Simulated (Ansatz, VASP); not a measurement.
# TiB2: VASP beside Ansatz, part 2 of 2

One calculation is typed for both programs; each brings its own data sets. How far apart do they land? The cell is taken from a series of runs on this material, whose earlier steps may have relaxed, scaled, displaced or heated it; both programs get it as it stands.

VASP 6.6.1 and Ansatz 0.2.0.

So far: Set-up; Ansatz: zone-centre phonons, LDA.

## Step 3: VASP: zone-centre phonons, LDA

Level of this step: LDA; plane waves and PAW (B, Ti_sv) (VASP).

The same cell, functional (in two slightly different forms), mesh and smearing now go to VASP, with its own data sets.

Lines of VASP's logs that name or quote its potential files are left out, and so is its time.

Contents of INCAR:

```
SYSTEM = TiB2
PREC = Accurate
ENCUT = 500
EDIFF = 1E-08
NELM = 120
ISMEAR = 1
SIGMA = 0.2
LREAL = .FALSE.
ALGO = Normal
GGA = PW92
NBANDS = 15
LASPH = .TRUE.
LORBIT = 11
LWAVE = .FALSE.
LCHARG = .FALSE.
ISIF = 2
IBRION = 8
GGA_COMPAT = .FALSE.
KPAR = 2
```

Contents of POSCAR:

```
TiB2
1.0
    2.9210265827      0.0000000000      0.0000000000
   -1.4605132914      2.5296832257      0.0000000000
    0.0000000000      0.0000000000      3.0534631998
B Ti
2 1
Direct
    0.3333333333      0.6666666667      0.5000000000
    0.6666666667      0.3333333333      0.5000000000
    0.0000000000      0.0000000000      0.0000000000
```

Contents of KPOINTS:

```
Automatic mesh
0
Gamma
18 18 16
0 0 0
```

PAW data sets: B and Ti_sv (LDA family, release 64).

On the command line:

```bash
$ mpirun -np 2 vasp_std
```

Numbers of over 12 decimals in the logs are rounded to 6 here.

Output:

```text
[banner, memory and clock lines left out]
running    2 mpi-ranks, on    1 nodes
 distrk:  each k-point on    1 cores,    2 groups
 distr:  one band on    1 cores,    1 groups

 POSCAR found type information on POSCAR B Ti
 POSCAR found :  2 types and       3 ions
|                                                                             |
|               ----> ADVICE to this user running VASP <----                  |
|                                                                             |
|     You enforced a specific xc type in the INCAR file but a different       |
|     [... a line on the potential file left out ...]
|     I HOPE YOU KNOW WHAT YOU ARE DOING!                                     |
|                                                                             |

 LDA part: xc-table for (Slater(with rela. corr.)+PW92), standard interpolation
 POSCAR, INCAR and KPOINTS ok, starting setup
 FFT: planning ... GRIDC
 FFT: planning ... GRID_SOFT
 FFT: planning ... GRID
 WAVECAR not read
 entering main loop
       N       E                     dE             d eps       ncg     rms          rms(c)
DAV:   1     0.120474533386E+03    0.12047E+03   -0.89818E+03 10005   0.136E+03
DAV:   2    -0.249084381954E+02   -0.14538E+03   -0.14045E+03 10522   0.358E+02
DAV:   3    -0.319512267662E+02   -0.70428E+01   -0.69581E+01 13966   0.780E+01
DAV:   4    -0.321433449056E+02   -0.19212E+00   -0.19197E+00 12460   0.111E+01
DAV:   5    -0.321480245489E+02   -0.46796E-02   -0.46795E-02 14509   0.148E+00    0.196E+01
DAV:   6    -0.267353589965E+02    0.54127E+01   -0.20037E+01 14002   0.551E+01    0.443E+00
DAV:   7    -0.267512898382E+02   -0.15931E-01   -0.11458E+00 10621   0.122E+01    0.414E+00
DAV:   8    -0.267567031886E+02   -0.54134E-02   -0.86509E-02 15763   0.253E+00    0.983E-01
DAV:   9    -0.267588753219E+02   -0.21721E-02   -0.18645E-02 12366   0.193E+00    0.203E-01
DAV:  10    -0.267587112394E+02    0.16408E-03   -0.35059E-03 13471   0.811E-01    0.135E-01
DAV:  11    -0.267585837755E+02    0.12746E-03   -0.33403E-04 12020   0.199E-01    0.755E-02
DAV:  12    -0.267585763569E+02    0.74186E-05   -0.35498E-05 13253   0.647E-02    0.165E-02
DAV:  13    -0.267585759948E+02    0.36202E-06   -0.51524E-06 14687   0.219E-02    0.189E-03
DAV:  14    -0.267585759923E+02    0.25548E-08   -0.35091E-07 10928   0.709E-03    0.246E-03
DAV:  15    -0.267585759490E+02    0.43261E-07   -0.53646E-08 12109   0.296E-03    0.195E-04
DAV:  16    -0.267585759488E+02    0.21828E-09   -0.38382E-09  5541   0.742E-04
   1 F= -.26758576E+02 E0= -.26758641E+02  d E =0.196109E-03
 Linear response reoptimize wavefunctions to high precision
DAV:   1    -0.267585759501E+02   -0.12767E-08   -0.51682E-10  6669   0.284E-04
DAV:   2    -0.267585759501E+02   -0.21600E-10   -0.74075E-11  5268   0.829E-05
 Linear response DOF=           4
 Linear response progress:
  Degree of freedom:   1/  4
       N       E                     dE             d eps       ncg     rms          rms(c)
RMM:   1    -0.537042891224E-01   -0.53704E-01   -0.33274E-02101189   0.162E+00
RMM:   2    -0.473668470278E-01    0.63374E-02   -0.30622E-03 85890   0.405E-01    0.195E-01
RMM:   3    -0.470135762146E-01    0.35327E-03   -0.13057E-03 86756   0.211E-01    0.952E-02
RMM:   4    -0.476530447668E-01   -0.63947E-03   -0.92268E-04 86006   0.162E-01    0.972E-03
RMM:   5    -0.476573301515E-01   -0.42854E-05   -0.15961E-04104902   0.571E-02    0.347E-03
RMM:   6    -0.476796566979E-01   -0.22327E-04   -0.29050E-05107647   0.235E-02    0.171E-03
RMM:   7    -0.476716369236E-01    0.80198E-05   -0.60323E-06106192   0.104E-02    0.527E-04
RMM:   8    -0.476786492377E-01   -0.70123E-05   -0.14907E-06105267   0.520E-03    0.291E-04
RMM:   9    -0.476766900301E-01    0.19592E-05   -0.60523E-07109662   0.264E-03    0.857E-05
RMM:  10    -0.476766971602E-01   -0.71301E-08   -0.36060E-07107963   0.133E-03    0.411E-05
RMM:  11    -0.476765155705E-01    0.18159E-06   -0.13138E-07110331   0.698E-04    0.288E-05
RMM:  12    -0.476764907953E-01    0.24775E-07   -0.93181E-08112342   0.374E-04    0.223E-05
RMM:  13    -0.476764457717E-01    0.45024E-07   -0.47622E-08110753   0.203E-04    0.148E-05
RMM:  14    -0.476764075689E-01    0.38203E-07   -0.41155E-08108659   0.114E-04    0.440E-06
RMM:  15    -0.476763992587E-01    0.83102E-08   -0.14514E-08110893   0.644E-05    0.184E-06
 first order change of Fermi-energy   0.56352E-04
 force on displaced ion       1 direction 1 : -25.353   0.001   0.000
 Linear response progress:
  Degree of freedom:   2/  4
       N       E                     dE             d eps       ncg     rms          rms(c)
RMM:   1    -0.491898523820E-01   -0.49190E-01    0.93345E-03 31853   0.201E+00
RMM:   2    -0.466310806045E-01    0.25588E-02   -0.29115E-03 30131   0.399E-01    0.149E-01
RMM:   3    -0.464629651634E-01    0.16812E-03   -0.13503E-03 30747   0.212E-01    0.711E-02
RMM:   4    -0.469630908914E-01   -0.50013E-03   -0.69707E-04 31467   0.147E-01    0.131E-02
RMM:   5    -0.470313230167E-01   -0.68232E-04   -0.13675E-04 35689   0.588E-02    0.359E-03
RMM:   6    -0.470567999179E-01   -0.25477E-04   -0.27549E-05 37371   0.261E-02    0.144E-03
RMM:   7    -0.470459649909E-01    0.10835E-04   -0.64066E-06 36437   0.119E-02    0.630E-04
RMM:   8    -0.470505747066E-01   -0.46097E-05   -0.71700E-07 36306   0.615E-03    0.193E-04
RMM:   9    -0.470499897363E-01    0.58497E-06   -0.16552E-06 37581   0.303E-03    0.118E-04
RMM:  10    -0.470495883967E-01    0.40134E-06   -0.11614E-06 37492   0.153E-03    0.544E-05
RMM:  11    -0.470499398408E-01   -0.35144E-06   -0.89165E-07 37823   0.738E-04    0.145E-05
RMM:  12    -0.470499535733E-01   -0.13732E-07   -0.45738E-07 37344   0.399E-04    0.750E-06
RMM:  13    -0.470499410649E-01    0.12508E-07   -0.26016E-07 38441   0.215E-04    0.455E-06
RMM:  14    -0.470499392217E-01    0.18431E-08   -0.13043E-07 37232   0.118E-04    0.792E-06
RMM:  15    -0.470499332433E-01    0.59784E-08   -0.60759E-08 37240   0.638E-05    0.519E-06
 first order change of Fermi-energy  -0.26225E-03
 force on displaced ion       1 direction 3 :  -0.000   0.000 -12.886
 Linear response progress:
  Degree of freedom:   3/  4
       N       E                     dE             d eps       ncg     rms          rms(c)
RMM:   1    -0.657248684790E+00   -0.65725E+00    0.88945E+00 24894   0.128E+02
RMM:   2    -0.616599676620E+00    0.40649E-01   -0.31596E-01 41239   0.510E+00    0.194E-01
RMM:   3    -0.615801075205E+00    0.79860E-03   -0.22792E-02 48804   0.124E+00    0.877E-02
RMM:   4    -0.615840463813E+00   -0.39389E-04   -0.11479E-02 54195   0.548E-01    0.159E-02
RMM:   5    -0.616685762153E+00   -0.84530E-03   -0.12040E-03 56020   0.195E-01    0.818E-03
RMM:   6    -0.617005645531E+00   -0.31988E-03   -0.29029E-04 57567   0.827E-02    0.489E-03
RMM:   7    -0.617300452677E+00   -0.29481E-03   -0.65640E-05 53390   0.398E-02    0.148E-03
RMM:   8    -0.617263818909E+00    0.36634E-04   -0.23884E-05 58546   0.179E-02    0.352E-04
RMM:   9    -0.617274671251E+00   -0.10852E-04   -0.13808E-05 58948   0.951E-03    0.110E-04
RMM:  10    -0.617279427078E+00   -0.47558E-05   -0.95258E-06 59623   0.516E-03    0.787E-05
RMM:  11    -0.617278933035E+00    0.49404E-06   -0.81755E-06 60486   0.319E-03    0.159E-04
RMM:  12    -0.617283075270E+00   -0.41422E-05   -0.50231E-06 55955   0.212E-03    0.717E-05
RMM:  13    -0.617287157504E+00   -0.40822E-05   -0.33611E-06 55050   0.154E-03    0.309E-05
RMM:  14    -0.617284886452E+00    0.22711E-05   -0.26609E-06 55646   0.117E-03    0.532E-05
RMM:  15    -0.617285208239E+00   -0.32179E-06   -0.21048E-06 59164   0.913E-04    0.522E-05
RMM:  16    -0.617285297914E+00   -0.89675E-07   -0.12871E-06 59793   0.743E-04    0.592E-05
RMM:  17    -0.617286930690E+00   -0.16328E-05   -0.10566E-06 50909   0.667E-04    0.228E-05
RMM:  18    -0.617286608499E+00    0.32219E-06   -0.81933E-07 54786   0.549E-04    0.257E-05
RMM:  19    -0.617286654803E+00   -0.46305E-07   -0.64530E-07 58359   0.474E-04    0.288E-05
RMM:  20    -0.617286774181E+00   -0.11938E-06   -0.48280E-07 54166   0.417E-04    0.356E-05
RMM:  21    -0.617286926696E+00   -0.15252E-06   -0.38786E-07 50170   0.372E-04    0.334E-05
RMM:  22    -0.617286959042E+00   -0.32345E-07   -0.28914E-07 52973   0.327E-04    0.374E-05
RMM:  23    -0.617287053120E+00   -0.94078E-07   -0.22860E-07 50674   0.294E-04    0.382E-05
 first order change of Fermi-energy   0.30903E-03
 force on displaced ion       3 direction 1 : -19.649   0.000   0.000
 Linear response progress:
  Degree of freedom:   4/  4
       N       E                     dE             d eps       ncg     rms          rms(c)
RMM:   1    -0.753801594259E+00   -0.75380E+00    0.23533E+00 10264   0.124E+02
RMM:   2    -0.702399381284E+00    0.51402E-01   -0.29861E-01 16417   0.474E+00    0.217E-01
RMM:   3    -0.701880237258E+00    0.51914E-03   -0.24568E-02 19165   0.119E+00    0.971E-02
RMM:   4    -0.702689984161E+00   -0.80975E-03   -0.15378E-02 21002   0.561E-01    0.229E-02
RMM:   5    -0.703700226806E+00   -0.10102E-02   -0.14007E-03 21886   0.184E-01    0.146E-02
RMM:   6    -0.704599238082E+00   -0.89901E-03   -0.31614E-04 20168   0.918E-02    0.298E-03
RMM:   7    -0.704530561018E+00    0.68677E-04   -0.71897E-05 22500   0.371E-02    0.903E-04
RMM:   8    -0.704550040096E+00   -0.19479E-04   -0.25001E-05 23099   0.183E-02    0.509E-04
RMM:   9    -0.704562553356E+00   -0.12513E-04   -0.12566E-05 23272   0.929E-03    0.240E-04
RMM:  10    -0.704566459358E+00   -0.39060E-05   -0.14721E-05 22492   0.524E-03    0.251E-04
RMM:  11    -0.704567348256E+00   -0.88890E-06   -0.10549E-05 24193   0.326E-03    0.283E-04
RMM:  12    -0.704563664342E+00    0.36839E-05   -0.82730E-06 22290   0.228E-03    0.409E-04
RMM:  13    -0.704561517404E+00    0.21469E-05   -0.62325E-06 22779   0.169E-03    0.488E-04
RMM:  14    -0.704567326932E+00   -0.58095E-05   -0.52536E-06 20475   0.141E-03    0.333E-04
[...]
RMM:  29    -0.704579351367E+00    0.71991E-08   -0.62777E-07 15981   0.142E-04    0.356E-06
RMM:  30    -0.704579352051E+00   -0.68386E-09   -0.55214E-07 10472   0.125E-04    0.444E-06
RMM:  31    -0.704579356526E+00   -0.44756E-08   -0.52890E-07  9831   0.111E-04    0.528E-06
RMM:  32    -0.704579356919E+00   -0.39280E-09   -0.43513E-07  9535   0.984E-05    0.607E-06
RMM:  33    -0.704579361469E+00   -0.45498E-08   -0.42878E-07  9313   0.874E-05    0.654E-06
RMM:  34    -0.704579363270E+00   -0.18008E-08   -0.36760E-07  8749   0.775E-05    0.717E-06
RMM:  35    -0.704579365021E+00   -0.17510E-08   -0.36594E-07  8640   0.692E-05    0.758E-06
RMM:  36    -0.704579366891E+00   -0.18698E-08   -0.30908E-07 13802   0.626E-05    0.744E-06
 first order change of Fermi-energy   0.19506E-02
 force on displaced ion       3 direction 3 :  -0.000  -0.000 -21.494
 Linear response finished
```

Parts of OUTCAR (step 3):

```text
ion  position               nearest neighbor table
   1  0.333  0.667  0.500-   2 1.69   2 1.69   2 1.69   3 2.27   3 2.27   3 2.27   3 2.27   3 2.27
                             3 2.27
   2  0.667  0.333  0.500-   1 1.69   1 1.69   1 1.69   3 2.27   3 2.27   3 2.27   3 2.27   3 2.27
                             3 2.27
   3  0.000  0.000  0.000-   1 2.27   2 2.27   1 2.27   2 2.27   1 2.27   1 2.27   2 2.27   2 2.27
                             2 2.27   2 2.27   1 2.27   1 2.27

  LATTYP: Found a hexagonal cell.
 ALAT       =     2.9210265827
 C/A-ratio  =     1.0453390660

 Subroutine GETGRP returns: Found 24 space group operations
 (whereof 24 operations were pure point group operations)

The static configuration has the point symmetry D_6h.

 Found    333 irreducible k-points:

   k-points           NKPTS =    333   k-points in BZ     NKDIM =    333   number of bands    NBANDS=     15

   dimension x,y,z NGX =    24 NGY =   24 NGZ =   24
   dimension x,y,z NGXF=    48 NGYF=   48 NGZF=   48

   ENCUT  =  500.0 eV  36.75 Ry    6.06 a.u.   5.33  5.33  5.57*2*pi/ulx,y,z

   NELECT =      18.0000    total number of electrons

 k-points in reciprocal lattice and weights: Automatic mesh
   0.00000000  0.00000000  0.00000000       0.000
   0.05555556  0.00000000  0.00000000       0.001
   0.11111111  0.00000000  0.00000000       0.001
   0.16666667  0.00000000  0.00000000       0.001
   0.22222222  0.00000000  0.00000000       0.001
   0.27777778 -0.00000000  0.00000000       0.001
   0.33333333 -0.00000000  0.00000000       0.001
   0.38888889  0.00000000  0.00000000       0.001
   0.44444444  0.00000000  0.00000000       0.001
[...]
0.33333333  0.27777778  0.50000000       0.002
   0.33333333  0.33333333  0.50000000       0.000

 average (electrostatic) potential at core
       1 -25.8652       2 -25.8652       3 -68.9726

  Total        3.8616526      3.8616526      3.8646529     -0.0000000     -0.0000000      0.0000000
  in kB      274.2138865    274.2138865    274.4269337     -0.0000000     -0.0000000      0.0000000
  external PRESSURE =     274.2849023 kB  Pullay stress =       0.0000000 kB

  energy-cutoff  :      500.00
  volume of cell :       22.56
      direct lattice vectors                 reciprocal lattice vectors
     2.921026583  0.000000000  0.000000000     0.342345395  0.197653206  0.000000000
    -1.460513291  2.529683226  0.000000000     0.000000000  0.395306412  0.000000000
     0.000000000  0.000000000  3.053463200     0.000000000  0.000000000  0.327496988

 POSITION                                       TOTAL-FORCE (eV/Angst)
 -----------------------------------------------------------------------------------
     -0.00000      1.68646      1.52673        -0.000000     -0.000000     -0.000000
      1.46051      0.84323      1.52673        -0.000000      0.000000      0.000000
      0.00000      0.00000      0.00000         0.000000      0.000000     -0.000000
 -----------------------------------------------------------------------------------
    total drift:                               -0.000000      0.000000      0.000000

 Eigenvectors and eigenvalues of the dynamical matrix
 ----------------------------------------------------

   1 f  =   30.405548 THz   191.043693 2PiTHz 1014.219916 cm-1   125.747187 meV
             X         Y         Z           dx          dy          dz
     -0.000000  1.686455  1.526732    -0.650265    0.277768    0.000000
      1.460513  0.843228  1.526732     0.650265   -0.277768   -0.000000
      0.000000  0.000000  0.000000     0.000000   -0.000000    0.000000

   2 f  =   30.405548 THz   191.043693 2PiTHz 1014.219916 cm-1   125.747187 meV
             X         Y         Z           dx          dy          dz
     -0.000000  1.686455  1.526732    -0.277768   -0.650265   -0.000000
      1.460513  0.843228  1.526732     0.277768    0.650265    0.000000
      0.000000  0.000000  0.000000     0.000000    0.000000   -0.000000

   3 f  =   18.776897 THz   117.978723 2PiTHz  626.329862 cm-1    77.654971 meV
             X         Y         Z           dx          dy          dz
     -0.000000  1.686455  1.526732    -0.000000    0.000000    0.586862
      1.460513  0.843228  1.526732    -0.000000    0.000000    0.586862
      0.000000  0.000000  0.000000     0.000000   -0.000000   -0.557841

   4 f  =   18.432379 THz   115.814051 2PiTHz  614.837973 cm-1    76.230159 meV
             X         Y         Z           dx          dy          dz
     -0.000000  1.686455  1.526732    -0.000000   -0.000000    0.707107
      1.460513  0.843228  1.526732    -0.000000   -0.000000   -0.707107
      0.000000  0.000000  0.000000     0.000000    0.000000   -0.000000

   5 f  =   17.946923 THz   112.763842 2PiTHz  598.644907 cm-1    74.222475 meV
             X         Y         Z           dx          dy          dz
     -0.000000  1.686455  1.526732     0.539604   -0.230496    0.000000
      1.460513  0.843228  1.526732     0.539604   -0.230496   -0.000000
      0.000000  0.000000  0.000000    -0.513172    0.219206   -0.000000

   6 f  =   17.946923 THz   112.763842 2PiTHz  598.644907 cm-1    74.222475 meV
             X         Y         Z           dx          dy          dz
     -0.000000  1.686455  1.526732     0.230496    0.539604    0.000000
      1.460513  0.843228  1.526732     0.230496    0.539604   -0.000000
      0.000000  0.000000  0.000000    -0.219206   -0.513172    0.000000

   7 f/i=    0.001773 THz     0.011138 2PiTHz    0.059131 cm-1     0.007331 meV
             X         Y         Z           dx          dy          dz
     -0.000000  1.686455  1.526732     0.000000   -0.000000    0.394453
      1.460513  0.843228  1.526732     0.000000   -0.000000    0.394453
      0.000000  0.000000  0.000000     0.000000   -0.000000    0.829948

   8 f/i=    0.005778 THz     0.036303 2PiTHz    0.192725 cm-1     0.023895 meV
             X         Y         Z           dx          dy          dz
     -0.000000  1.686455  1.526732    -0.047935    0.391664    0.000000
      1.460513  0.843228  1.526732    -0.047935    0.391664    0.000000
      0.000000  0.000000  0.000000    -0.100807    0.823675    0.000000

   9 f/i=    0.005778 THz     0.036303 2PiTHz    0.192725 cm-1     0.023895 meV
             X         Y         Z           dx          dy          dz
     -0.000000  1.686455  1.526732    -0.391664   -0.047935   -0.000000
      1.460513  0.843228  1.526732    -0.391664   -0.047935   -0.000000
      0.000000  0.000000  0.000000    -0.823675   -0.100807   -0.000000

 ELASTIC MODULI CONTR FROM IONIC RELAXATION (kBar)
 Direction    XX          YY          ZZ          XY          YZ          ZX
 --------------------------------------------------------------------------------
 XX         -91.0079     91.0079     -0.0000      0.0000     -0.0000     -0.0000
 YY          91.0079    -91.0079     -0.0000      0.0000      0.0000      0.0000
 ZZ          -0.0000     -0.0000     -0.0000      0.0000      0.0000      0.0000
 XY           0.0000      0.0000      0.0000    -91.0079     -0.0000     -0.0000
 YZ          -0.0000      0.0000      0.0000     -0.0000     -0.0000     -0.0000
 ZX          -0.0000      0.0000      0.0000     -0.0000     -0.0000     -0.0000
 --------------------------------------------------------------------------------
```

## Step 4: Side by side

Known differences besides the potentials themselves: the cutoff is 420 eV in Ansatz and 500 eV in VASP; VASP's log shows a relativistic correction to its local exchange, Ansatz's none. Total energies have different zeros and are not compared.

Compared:

```csv
quantity,Ansatz,VASP,difference
optical mode 1 to 2 (cm⁻¹),598.7,598.6,+0.01 %
optical mode 3 (cm⁻¹),613.4,614.8,-0.23 %
optical mode 4 (cm⁻¹),625.6,626.3,-0.12 %
optical mode 5 to 6 (cm⁻¹),1012.8,1014.2,-0.14 %
```

Modes are paired by rising frequency, not by their patterns, so a pair may set unlike modes beside each other; they are those without the splitting of longitudinal modes.

## Step 5: Results

```json
{
 "r.m.s. difference of the optical zone-centre modes, each program's sorted by frequency (zone-centre phonons, LDA)": "1.0 cm⁻¹"
}
```

In words: The r.m.s. difference of the optical zone-centre modes, each program's sorted by frequency is 1.0 cm⁻¹ (zone-centre phonons, LDA). Such differences can come from data sets, numerical settings and the points named under the comparisons, not from the functional's error against experiment.

[Lines on the potential files, build, host, timing and source positions are cut from VASP's logs without a mark.]

[Logs are printed without paths, hosts, clocks, repeated set-up lines and the standing remarks that a program may print on its own settings, such as how far it seeks lower states.]

[Hosts, paths, dates, database ids (printed as entryN), source tags and the programs' standing remarks are cut or masked in the printed files.]
